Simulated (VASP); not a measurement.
Given:

```
CELL_PARAMETERS angstrom
      3.66593     0.00000     0.00000
     -1.83297     3.17479     0.00000
      0.00000     0.00000     4.49177
ATOMIC_POSITIONS crystal
  N  0.33333 0.66667 0.25000
  N  0.66667 0.33333 0.75000
  V  0.00000 0.00000 0.00000
  V  0.00000 0.00000 0.50000
  V  0.33333 0.66667 0.75000
  V  0.66667 0.33333 0.25000
```
Starting moments (μB, in the order of the record's atoms N N V V V V): 0.0 0.0 2.0 2.0 2.0 2.0.

Level of theory: PBE GGA, VASP's PBE PAW potentials (set 64) (plane waves; VASP). Run with 400 eV cut-off, 4×4×3 Γ-centred mesh, Fermi-Dirac smearing of 0.10 eV, potentials N V_sv.

At this cut-off the stress carries a Pulay error, which pulls relaxed volumes low. The moments were started parallel, and other spin orders were not tried in this run.

### Question
What does the run give for the cell moment, energy per atom (σ→0), pressure, band gap (on the k-mesh) with the smallest direct gap where there is one?

### Answer

```json
{
 "band gap (on the k-mesh)": "none (metal, semimetal or under 0.01 eV)",
 "cell_moment": "0.00 μB",
 "energy per atom (σ→0)": "-8.337 eV/atom",
 "pressure": "33.43 GPa"
}
```

Only differences to runs with the same potentials and settings are physical.

The structure was generated: V2N was put into an ordered model structure, which need not be its known phase. The cell was not relaxed at this level. The k-mesh is coarse (spacing up to 0.49 per Å, 2π included), so the numbers may not be converged in it.
